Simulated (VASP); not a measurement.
An input for Quantum ESPRESSO's pw.x (written as the equivalent of a VASP run, and not itself run):

```
&CONTROL
  calculation = 'scf'
  pseudo_dir = './pseudo'
  outdir = './out'
  tprnfor = .true.
  tstress = .true.
/
&SYSTEM
  ibrav = 0
  nat = 2
  ntyp = 2
  ecutwfc = 84
  occupations = 'smearing'
  smearing = 'methfessel-paxton'
  degauss = 0.00735
  input_dft = 'pbe'
/
&ELECTRONS
  conv_thr = 7.3e-08
  electron_maxstep = 100
/
ATOMIC_SPECIES
  Y 88.906 Y.upf
  Zn 65.380 Zn.upf
CELL_PARAMETERS angstrom
     3.5623700    0.0000000    0.0000000
     0.0000000    3.5623700    0.0000000
     0.0000000    0.0000000    3.5623700
ATOMIC_POSITIONS crystal
  Y    0.0000000  0.0000000  0.0000000
  Zn   0.5000000  0.5000000  0.5000000
K_POINTS automatic
  8 8 8 0 0 0
```

Question: Translate this input to VASP (INCAR, KPOINTS, POSCAR, choice of POTCAR).

Answer: Several could match; the one computed here: 
POSCAR:
```
YZn
3.562370
  1.0000000000   0.0000000000   0.0000000000
  0.0000000000   1.0000000000   0.0000000000
  0.0000000000   0.0000000000   1.0000000000
Y Zn
1 1
Direct
  0.0000000000   0.0000000000   0.0000000000
  0.5000000000   0.5000000000   0.5000000000
```

INCAR:
```
! general
SYSTEM  = YZn
PREC    = Accurate
ENCUT   = 400
LREAL   = .FALSE.
LASPH   = .TRUE.   ! aspherical one-centre terms

! electronic loop
EDIFF   = 1E-6   ! SCF stop (eV)
NELM    = 100
ALGO    = Normal   ! blocked Davidson
LMAXMIX = 4   ! l cut-off of mixed one-centre charges

! smearing
ISMEAR  = 1
SIGMA   = 0.1

! functional
GGA     = PE

! ions
ISIF    = 2   ! forces and stress, cell fixed

! output
LWAVE   = .FALSE.
LCHARG  = .FALSE.
```

### KPOINTS
```
K-points
0
Gamma
 8 8 8
```

POTCAR, in this order: Y_sv Zn (PBE.64 set). Program: vasp_std.

What does not carry over: the potentials are each code's own (VASP's PAW set, PseudoDojo norm-conserving files in pw.x), so ENCUT and ecutwfc are chosen apart and not converted; conv_thr bounds pw.x's estimated SCF error, while EDIFF bounds the energy change between steps.

The structure comes from a computed database's YZn entry (Pm-3m); how it stands against other phases isn't given here. The cell was not relaxed at this level.
